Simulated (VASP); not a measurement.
# ZnPb with AM05: from relaxation to properties

What structure does ZnPb take at this level, and what are its properties? The steps: full relaxation (AM05), second relaxation, single point with fields (AM05), bands along the symmetry lines (AM05), total and projected DOS (AM05), independent-particle dielectric function (AM05), elastic tensor by finite strains (AM05) and bands along the symmetry lines (AM05 + SOC). The cell is invented: it takes the structure of a Materials Project entry for MgCd (space group 166 there), with all of its atoms replaced by other elements, volume scaled by an estimate. It may not be a known or stable phase.

Program: VASP 6.6.1. Level of theory: AM05; plane waves and PAW (Pb_d, Zn), in the first sound run; inputs show where later runs differ. Results are calculated unless marked as measured.

**1. Set-up**

Before any relaxation, the start is as follows. The structure is trigonal, space group R-3m (No. 166). The conventional cell has a = 3.207 Å, b = 3.207 Å, c = 14.370 Å, α = 90.00°, β = 90.00°, γ = 120.00°. Nearest to Pb lie 6 Zn at 3.03 Å and 6 Pb at 3.21 Å. Zn has 6 Pb at 3.03 Å and 6 Zn at 3.21 Å nearest. It derives from MgCd. It takes the structure of a Materials Project entry for MgCd (space group 166 there), with all of its atoms replaced by other elements, volume scaled by an estimate. Farther neighbours are not listed.

**2. Full relaxation (AM05)**

The start need not lie at this functional's minimum. ISIF = 3 frees volume, shape and positions, and EDIFFG sets the threshold on forces and stress at which the search stops. AM05 is built from the electron gas and the surface model, and does well on lattice constants.

Input file INCAR:

```
SYSTEM = ZnPb
PREC = Accurate
ENCUT = 400
EDIFF = 1E-06
NELM = 100
ISMEAR = 1
SIGMA = 0.2
LREAL = .FALSE.
ALGO = Normal
GGA = AM
LORBIT = 11
LWAVE = .FALSE.
LCHARG = .FALSE.
IBRION = 2
NSW = 60
ISIF = 3
EDIFFG = -0.01
```

Input file POSCAR:

```
ZnPb
1.0
    1.6034430000      0.9257480000      4.7901300000
   -1.6034430000      0.9257480000      4.7901300000
    0.0000000000     -1.8514960000      4.7901300000
Pb Zn
1 1
Direct
    0.0000000000      0.0000000000      0.0000000000
    0.5000000000      0.5000000000      0.5000000000
```

Input file KPOINTS:

```
Automatic mesh
0
Gamma
8 8 8
0 0 0
```

PAW data sets: Pb_d and Zn (PBE family, release 64).

Launch:

```bash
$ mpirun -np 1 vasp_std
```

The program printed:

```text
[banner, memory and clock lines left out]
running    1 mpi-ranks, on    1 nodes
 distrk:  each k-point on    1 cores,    1 groups
 distr:  one band on    1 cores,    1 groups

 POSCAR found type information on POSCAR PbZn
 POSCAR found :  2 types and       2 ions
|                                                                             |
|               ----> ADVICE to this user running VASP <----                  |
|                                                                             |
|     You enforced a specific xc type in the INCAR file but a different       |
|     [... a line on the potential file left out ...]
|     I HOPE YOU KNOW WHAT YOU ARE DOING!                                     |
|                                                                             |

 LDA part: xc-table for (Slater+PW92), standard interpolation
 POSCAR, INCAR and KPOINTS ok, starting setup
 FFT: planning ... GRIDC
 FFT: planning ... GRID_SOFT
 FFT: planning ... GRID
 WAVECAR not read
 entering main loop
       N       E                     dE             d eps       ncg     rms          rms(c)
DAV:   1     0.171841695563E+03    0.17184E+03   -0.11695E+04  2218   0.176E+03
DAV:   2     0.385169727596E+01   -0.16799E+03   -0.16600E+03  2211   0.361E+02
DAV:   3    -0.450693030004E+01   -0.83586E+01   -0.83343E+01  2805   0.972E+01
DAV:   4    -0.464294259397E+01   -0.13601E+00   -0.13597E+00  2637   0.127E+01
DAV:   5    -0.464838921670E+01   -0.54466E-02   -0.54463E-02  2817   0.238E+00    0.215E+00
DAV:   6    -0.450070683443E+01    0.14768E+00   -0.79722E-01  2572   0.156E+01    0.182E+00
DAV:   7    -0.449034840807E+01    0.10358E-01   -0.62068E-02  2403   0.354E+00    0.833E-01
DAV:   8    -0.448621567479E+01    0.41327E-02   -0.81685E-03  3037   0.123E+00    0.150E-01
DAV:   9    -0.448602730119E+01    0.18837E-03   -0.73865E-04  3122   0.412E-01    0.290E-02
DAV:  10    -0.448601464506E+01    0.12656E-04   -0.15846E-04  2636   0.164E-01    0.107E-02
DAV:  11    -0.448601564751E+01   -0.10025E-05   -0.16238E-05  3271   0.543E-02    0.246E-03
DAV:  12    -0.448601550691E+01    0.14060E-06   -0.20566E-06  1713   0.256E-02
   1 F= -.44860155E+01 E0= -.44865169E+01  d E =-.448602E+01
 curvature:   0.00 expect dE= 0.000E+00 dE for cont linesearch  0.000E+00
 trial: gam= 0.00000 g(F)=  0.296E-58 g(S)=  0.244E+00 ort = 0.000E+00 (trialstep = 0.100E+01)
 search vector abs. value=  0.244E+00
 bond charge predicted
       N       E                     dE             d eps       ncg     rms          rms(c)
DAV:   1    -0.873417740554E+01   -0.42482E+01   -0.10993E+02  2317   0.217E+02    0.129E+01
DAV:   2    -0.526532458949E+01    0.34689E+01   -0.10406E+01  2354   0.593E+01    0.503E+00
DAV:   3    -0.467525209491E+01    0.59007E+00   -0.11863E+00  2677   0.176E+01    0.205E+00
DAV:   4    -0.459646060407E+01    0.78791E-01   -0.12269E-01  3381   0.476E+00    0.667E-01
DAV:   5    -0.458771631236E+01    0.87443E-02   -0.16057E-02  3114   0.204E+00    0.789E-02
DAV:   6    -0.458784446947E+01   -0.12816E-03   -0.33332E-03  2476   0.687E-01    0.524E-02
DAV:   7    -0.458784547674E+01   -0.10073E-05   -0.23264E-04  2933   0.222E-01    0.162E-02
DAV:   8    -0.458784873375E+01   -0.32570E-05   -0.47451E-05  2925   0.970E-02    0.774E-03
DAV:   9    -0.458784726011E+01    0.14736E-05   -0.10815E-05  2293   0.559E-02    0.105E-03
DAV:  10    -0.458784719628E+01    0.63829E-07   -0.48456E-07  1231   0.922E-03
   2 F= -.45878472E+01 E0= -.45884853E+01  d E =-.101832E+00
[... from here on, the cycles between the ionic steps are left out ...]
   3 F= -.45882180E+01 E0= -.45888113E+01  d E =-.102203E+00
   4 F= -.46021867E+01 E0= -.46032296E+01  d E =-.139687E-01
   5 F= -.46130051E+01 E0= -.46126485E+01  d E =-.247870E-01
   6 F= -.46110227E+01 E0= -.46113780E+01  d E =-.228047E-01
   7 F= -.46177732E+01 E0= -.46181577E+01  d E =-.295552E-01
   8 F= -.46181562E+01 E0= -.46187747E+01  d E =-.299382E-01
   9 F= -.46225730E+01 E0= -.46229641E+01  d E =-.441683E-02
  10 F= -.46228317E+01 E0= -.46233745E+01  d E =-.467551E-02
  11 F= -.46228288E+01 E0= -.46234072E+01  d E =-.467259E-02
  12 F= -.46228357E+01 E0= -.46233987E+01  d E =-.467954E-02
 curvature:  -0.55 expect dE=-0.127E-02 dE for cont linesearch -0.221E-06
 trial: gam=-0.15869 g(F)=  0.174E-58 g(S)=  0.231E-02 ort = 0.103E-03 (trialstep = 0.101E+01)
 search vector abs. value=  0.294E-02
 bond charge predicted
       N       E                     dE             d eps       ncg     rms          rms(c)
DAV:   1    -0.465850936928E+01   -0.35673E-01   -0.87919E-01  2420   0.154E+01    0.115E+00
DAV:   2    -0.463042477558E+01    0.28085E-01   -0.92143E-02  2362   0.581E+00    0.479E-01
DAV:   3    -0.462497127362E+01    0.54535E-02   -0.96318E-03  3065   0.165E+00    0.192E-01
DAV:   4    -0.462418399896E+01    0.78727E-03   -0.12226E-03  3364   0.505E-01    0.649E-02
DAV:   5    -0.462409060513E+01    0.93394E-04   -0.29585E-04  3208   0.264E-01    0.109E-02
DAV:   6    -0.462409296191E+01   -0.23568E-05   -0.50196E-05  2396   0.104E-01    0.724E-03
DAV:   7    -0.462409272811E+01    0.23380E-06   -0.53481E-06  2324   0.402E-02
  13 F= -.46240927E+01 E0= -.46248096E+01  d E =-.125698E-02
 trial-energy change:   -0.001257  1 .order   -0.001171   -0.002312   -0.000029
 step:   1.0178(harm=  1.0202)  dis= 0.00000  next Energy=    -4.624093 (dE=-0.126E-02)
 reached required accuracy - stopping structural energy minimisation
```

It took 16 min on 1 MPI rank of AMD EPYC 7R43, shared host; peak memory 0.17 GiB.

The logs omit lines about the potential files and the build; timing stands in the text.

OUTCAR, selected parts (step 2):

```text
ion  position               nearest neighbor table
   1  0.000  0.000  0.000-   2 3.03   2 3.03   2 3.03   2 3.03   2 3.03   2 3.03
   2  0.500  0.500  0.500-   1 3.03   1 3.03   1 3.03   1 3.03   1 3.03   1 3.03

  LATTYP: Found a trigonal (rhomboedric) cell.
 ALAT       =     5.1355023348
 COS(alpha) =     0.8050284763

 Subroutine GETGRP returns: Found 12 space group operations
 (whereof 12 operations were pure point group operations)

The static configuration has the point symmetry D_3d.

 Found     65 irreducible k-points:

   k-points           NKPTS =     65   k-points in BZ     NKDIM =     65   number of bands    NBANDS=     17

   dimension x,y,z NGX =    36 NGY =   36 NGZ =   36
   dimension x,y,z NGXF=    72 NGYF=   72 NGZF=   72

   ENCUT  =  400.0 eV  29.40 Ry    5.42 a.u.   8.37  8.37  8.37*2*pi/ulx,y,z

   NELECT =      26.0000    total number of electrons

 k-points in reciprocal lattice and weights: Automatic mesh
   0.00000000  0.00000000  0.00000000       0.002
   0.12500000  0.00000000  0.00000000       0.012
   0.25000000  0.00000000  0.00000000       0.012
   0.37500000  0.00000000  0.00000000       0.012
   0.50000000  0.00000000  0.00000000       0.006
   0.12500000  0.12500000  0.00000000       0.012
   0.25000000  0.12500000  0.00000000       0.023
   0.37500000  0.12500000 -0.00000000       0.023
   0.50000000  0.12500000  0.00000000       0.023
[...]
-0.37500000  0.50000000  0.37500000       0.012
   0.50000000  0.50000000  0.50000000       0.002

 average (electrostatic) potential at core
       1 -91.5036       2 -33.7459

 E-fermi :   5.6066

 k-point     1 :       0.0000    0.0000    0.0000
  band No.  band energies     occupation
    ...
      9      -1.6752      2.00000
     10      -1.6120      2.00000
     11      -1.6120      2.00000
     12       3.2089      2.00000
     13       3.9804      2.00000
     14      11.3997      0.00000
     15      11.3997      0.00000
     16      14.8451      0.00000
     17      15.0345      0.00000

 k-point     2 :       0.1250    0.0000    0.0000
  band No.  band energies     occupation
    ...
      9      -1.6538      2.00000
     10      -1.6487      2.00000
     11      -1.6226      2.00000
     12       3.1151      2.00000
     13       4.5767      2.00000
     14       9.2108     -0.00000
     15      10.9326      0.00000
     16      13.2156      0.00000
     17      13.9615      0.00000

 k-point     3 :       0.2500    0.0000    0.0000
  band No.  band energies     occupation
    ...
      9      -1.6571      2.00000
     10      -1.6555      2.00000
     11      -1.5943      2.00000
     12       3.0760      2.00000
     13       5.4781      1.87628
     14       6.6438     -0.00000
     15      10.0729      0.00000
     16      10.4915      0.00000
     17      12.6708      0.00000

  Total        0.0063489      0.0063489      0.0031982      0.0000000      0.0000000      0.0000000
  in kB        0.2189039      0.2189038      0.1102713      0.0000000      0.0000000      0.0000000
  external PRESSURE =       0.1826930 kB  Pullay stress =       0.0000000 kB

  energy-cutoff  :      400.00
  volume of cell :       46.47
      direct lattice vectors                 reciprocal lattice vectors
     1.738082791  1.003482255  4.440388291     0.287673293  0.166088305  0.075068510
    -1.738082791  1.003482255  4.440388291    -0.287673293  0.166088305  0.075068510
     0.000000000 -2.006964510  4.440388291     0.000000000 -0.332176610  0.075068510

 POSITION                                       TOTAL-FORCE (eV/Angst)
 -----------------------------------------------------------------------------------
      0.00000      0.00000      0.00000        -0.000000      0.000000      0.000000
      0.00000     -0.00000      6.66058         0.000000     -0.000000     -0.000000
 -----------------------------------------------------------------------------------
    total drift:                                0.000000     -0.000000      0.000000

  FREE ENERGIE OF THE ION-ELECTRON SYSTEM (eV)
  ---------------------------------------------------
  free  energy   TOTEN  =        -4.6240927281 eV

  energy  without entropy=       -4.6262433286  energy(sigma->0) =       -4.62480959

 reached required accuracy - stopping structural energy minimisation

 total charge
# of ion       s       p       d       tot
------------------------------------------
    1        1.362   0.831   9.816  12.009
    2        0.652   0.285   9.728  10.665
--------------------------------------------------
tot          2.014   1.115  19.544  22.673

[... 3 further parts left out ...]
```

CONTCAR:

```
ZnPb
   1.00000000000000
     1.7380827909458509    1.0034822551721005    4.4403882905520415
    -1.7380827909458509    1.0034822551721005    4.4403882905520415
     0.0000000000000000   -2.0069645103442015    4.4403882905520415
  Pb              Zn
     1     1
Direct
     0.0000000000000000    0.0000000000000000    0.0000000000000000
     0.5000000000000000    0.5000000000000000    0.5000000000000000
```

The k-mesh is coarse for a metal. The PAW data sets were made with PBE, which is usual practice but a small mismatch for other functionals. After so large a change of volume the plane waves of the start cell no longer fit, so the final stress carries a basis-set error. The run keeps the 12 symmetry operations of its start, so it cannot find a distortion of lower symmetry.

The steps of the relaxation:

| step | energy less that of the first step (eV) | largest force (eV/Å) | pressure (GPa) | volume (Å³) |
| --- | --- | --- | --- | --- |
| 1 | 0.0000 | 0.0000 | 5.92 | 42.66 |
| 2 | -0.1018 | 0.0000 | -1.15 | 47.68 |
| 3 | -0.1022 | 0.0000 | -0.80 | 47.33 |
| 4 | -0.1162 | 0.0000 | -0.34 | 46.86 |
| 5 | -0.1270 | 0.0000 | 0.35 | 46.19 |
| 6 | -0.1250 | 0.0000 | 2.26 | 44.77 |
| 7 | -0.1318 | 0.0000 | 0.95 | 45.70 |
| 8 | -0.1321 | 0.0000 | 1.39 | 45.35 |
| 9 | -0.1366 | 0.0000 | 0.46 | 46.23 |
| 10 | -0.1368 | 0.0000 | 0.45 | 46.09 |
| 11 | -0.1368 | 0.0000 | 0.62 | 46.04 |
| 12 | -0.1368 | 0.0000 | 0.56 | 46.06 |
| 13 | -0.1381 | 0.0000 | 0.02 | 46.47 |

| conventional cell, symmetrised | before | after | change |
| --- | --- | --- | --- |
| a (Å) | 3.207 | 3.476 | +8.4 % |
| b (Å) | 3.207 | 3.476 | +8.4 % |
| c (Å) | 14.370 | 13.321 | -7.3 % |
| volume (Å³/atom) | 21.33 | 23.23 | +8.9 % |

The relaxed structure:

```xyz
2
Lattice="1.7381 1.0035 4.4404 -1.7381 1.0035 4.4404 0.0000 -2.0070 4.4404" Properties=species:S:1:pos:R:3 pbc="T T T"
Pb    0.0000    0.0000    0.0000
Zn    0.0000    0.0000    6.6606
```

Numbers from this step:

```
electrons                              : 26
bands                                  : 17
irreducible k-points                   : 65
symmetry operations                    : 12
free energy (TOTEN)                    : -4.624 eV
energy at zero smearing                : -4.625 eV
Fermi energy                           : 5.607 eV
pressure                               : 0.01827 GPa
metallic, judged on the points sampled : yes
SCF cycles over all ionic steps        : 101
```

It ends with forces that vanish by symmetry and a pressure of 0.02 GPa.

(Part 1 of 4 ends here.)

[Lines on the potential files, build, host, timing and source positions are cut from VASP's logs without a mark.]

[Logs are printed without paths, hosts, clocks, repeated set-up lines and the standing remarks that a program may print on its own settings, such as how far it seeks lower states.]

[Hosts, paths, dates, database ids (printed as entryN), source tags and the programs' standing remarks are cut or masked in the printed files.]

[A measured line is paired with the nearest computed mode of its activity, which favours agreement.]

[In band tables of VASP the shares of atoms and orbitals are scaled to a sum of 1 inside the atoms' spheres.]
